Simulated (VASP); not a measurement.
```yaml
crystal:
  lattice:
    - [4.30917, 0.00000, 0.00000]
    - [-2.15459, 3.73185, 0.00000]
    - [0.00000, 0.00000, 25.59005]
  atoms:
    - { symbol: Sr, position: [0.33333, 0.66667, 0.36251] }
    - { symbol: Sr, position: [0.00000, 0.00000, 0.50000] }
    - { symbol: Sr, position: [0.66667, 0.33333, 0.63749] }
```

Method: r2SCAN meta-GGA, VASP's PBE PAW potentials (set 64) (plane waves; VASP). Numerical set-up: PREC = Normal, EDIFF = 1E-5, 400 eV cut-off, 8×8×1 Γ-centred mesh, first-order Methfessel-Paxton smearing of 0.10 eV, potentials Sr_sv.

Question: Estimate the energy per atom (σ→0), band gap (on the k-mesh) with the smallest direct gap where there is one.

Answer: 
```yaml
band gap (on the k-mesh): none (metal, semimetal or under 0.01 eV)
energy per atom (σ→0): -14.909 eV/atom
```

The cell is a thin slab with vacuum, built from Sr (fcc): (111) face.
